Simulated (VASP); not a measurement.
```
Cu2O
1.0
    4.17557     0.00000     0.00000
    0.00000     4.17557     0.00000
    0.00000     0.00000     4.17557
Cu O
4 2
Direct
  0.75000   0.25000   0.75000
  0.25000   0.75000   0.75000
  0.75000   0.75000   0.25000
  0.25000   0.25000   0.25000
  0.00000   0.00000   0.00000
  0.50000   0.50000   0.50000
```

The numbers are results of LDA (Ceperley-Alder, Perdew-Zunger), VASP's LDA PAW potentials (set 64) (plane waves; VASP), not measurements. Settings: 620 eV cut-off, 5×5×5 Γ-centred mesh, Gaussian smearing of 0.050 eV, potentials Cu O.

Predict the energy per atom (σ→0), band gap (on the k-mesh) with the smallest direct gap where there is one.

```json
{
 "band gap (on the k-mesh)": "0.70 eV",
 "smallest direct gap (on the k-mesh)": "0.70 eV",
 "energy per atom (σ→0)": "-5.433 eV/atom"
}
```

Total energies compare only between runs with the same potentials, cut-off and functional.

The compound is Cu2O in the cuprite structure. It was relaxed first, which changed the volume by -6 %.
